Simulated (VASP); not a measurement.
Here is the system:

```yaml
crystal:
  lattice:
    - [3.31270, 0.00000, 0.00000]
    - [0.00000, 3.31270, 0.00000]
    - [0.00000, 0.00000, 3.31270]
  atoms:
    - { symbol: In, position: [0.50000, 0.50000, 0.50000] }
    - { symbol: Pd, position: [0.00000, 0.00000, 0.00000] }
```

Calculation: PW91 GGA, VASP's PBE PAW potentials (set 64) (plane waves; VASP). Numerical set-up: 520 eV cut-off, 10×10×10 Γ-centred mesh, first-order Methfessel-Paxton smearing of 0.10 eV, potentials In_d Pd.

Unless said otherwise, spin-orbit coupling is left out, though it shifts the bands of the heavy elements here.

Q: What does the run give for the energy per atom (σ→0), band gap (on the k-mesh) with the smallest direct gap where there is one?

A: 
The band gap (on the k-mesh) comes out as none (metal, semimetal or under 0.01 eV). The energy per atom (σ→0) is -4.400 eV/atom.

Only differences to runs with the same potentials and settings are physical.

The compound is PdIn in the CsCl type structure. It was relaxed first, which changed the volume by +6 %. The start is the result of an earlier pass. The electron count is odd and the run is not spin-polarised, which forces a metal.
